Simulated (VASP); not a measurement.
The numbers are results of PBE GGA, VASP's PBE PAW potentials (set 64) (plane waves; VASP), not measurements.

A VASP calculation is set up with these files.

KPOINTS:
```
Automatic mesh
0
Gamma
7 7 7
0 0 0
```

### POSCAR
```
PbF2
1
    0.0000000000     2.9106000000     2.9106000000
    2.9106000000     0.0000000000     2.9106000000
    2.9106000000     2.9106000000     0.0000000000
Pb F
1 2
Direct
  0.0000000000   0.0000000000   0.0000000000
  0.2500000000   0.2500000000   0.2500000000
  0.7500000000   0.7500000000   0.7500000000
```

**INCAR**
```
SYSTEM = PbF2
PREC = Accurate; ENCUT = 400; LREAL = .False.
LASPH = .True.
EDIFF = 1E-6; NELM = 100; ALGO = Normal
LMAXMIX = 4
ISMEAR = -1; SIGMA = 0.02
GGA = PE
ISIF = 2
LWAVE = .False.; LCHARG = .False.
```

POTCAR, in this order: Pb_d F (PBE.64 set). Program: vasp_std.

Task: What will the output report for the number of irreducible k-points (NKPTS), largest plane-wave count, number of space-group operations, FFT grid (NGX, NGY, NGZ)?

Result: 
| Quantity | Value |
|---|---|
| number of irreducible k-points (NKPTS) | 20 |
| largest plane-wave count | 911 |
| number of space-group operations | 48 |
| FFT grid (NGX, NGY, NGZ) | 28 × 28 × 28 |

The structure is a typed PbF2 crystal (Fm-3m). The cell was not relaxed at this level, and its volume differs by -5.9 % from the start's.
